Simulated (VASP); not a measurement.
An input for Quantum ESPRESSO's pw.x (written as the equivalent of a VASP run, and not itself run):

```
&CONTROL
  calculation = 'scf'
  pseudo_dir = './pseudo'
  outdir = './out'
  tprnfor = .true.
  tstress = .true.
/
&SYSTEM
  ibrav = 0
  nat = 2
  ntyp = 2
  ecutwfc = 82
  occupations = 'smearing'
  smearing = 'gaussian'
  degauss = 0.01999
  input_dft = 'pbe'
/
&ELECTRONS
  conv_thr = 7.3e-08
  electron_maxstep = 100
/
ATOMIC_SPECIES
  Zr 91.224 Zr.upf
  Nb 92.906 Nb.upf
CELL_PARAMETERS angstrom
     3.6419890    0.0000000    0.0000000
     0.0000000    3.6419890    0.0000000
     0.0000000    0.0000000    3.6419890
ATOMIC_POSITIONS crystal
  Zr   0.0117580 -0.0029620  0.0037900
  Nb   0.4882420  0.5029620  0.4962100
K_POINTS automatic
  12 12 12 0 0 0
```

### Question
Translate this input to VASP (INCAR, KPOINTS, POSCAR, choice of POTCAR).

### Answer
This is not unique; one that fits is 
**KPOINTS**
```
Automatic mesh
0
Gamma
12 12 12
0 0 0
```

### POSCAR
```
ZrNb
1.0
  3.6419890000   0.0000000000   0.0000000000
  0.0000000000   3.6419890000   0.0000000000
  0.0000000000   0.0000000000   3.6419890000
Zr Nb
1 1
Cartesian
  0.0428225067  -0.0107875714   0.0138031383
  1.7781719933   1.8317820714   1.8071913617
```

INCAR:
```
SYSTEM = ZrNb
PREC = Accurate; ENCUT = 300; LREAL = .False.
LASPH = .True.
EDIFF = 1E-6; NELM = 100; ALGO = Normal
LMAXMIX = 4
ISMEAR = 0; SIGMA = 0.272
GGA = PE
ISIF = 2
LWAVE = .False.; LCHARG = .False.
```

POTCAR, in this order: Zr_sv Nb_sv (PBE.64 set). Program: vasp_std.

The two are equivalent in intent, not identical: the potentials are each code's own (VASP's PAW set, PseudoDojo norm-conserving files in pw.x), so ENCUT and ecutwfc are chosen apart and not converted; conv_thr bounds pw.x's estimated SCF error, while EDIFF bounds the energy change between steps.

The structure was generated: ZrNb was put into an ordered model structure, which need not be its known phase. The cell was not relaxed at this level, atoms are displaced from their ideal sites.
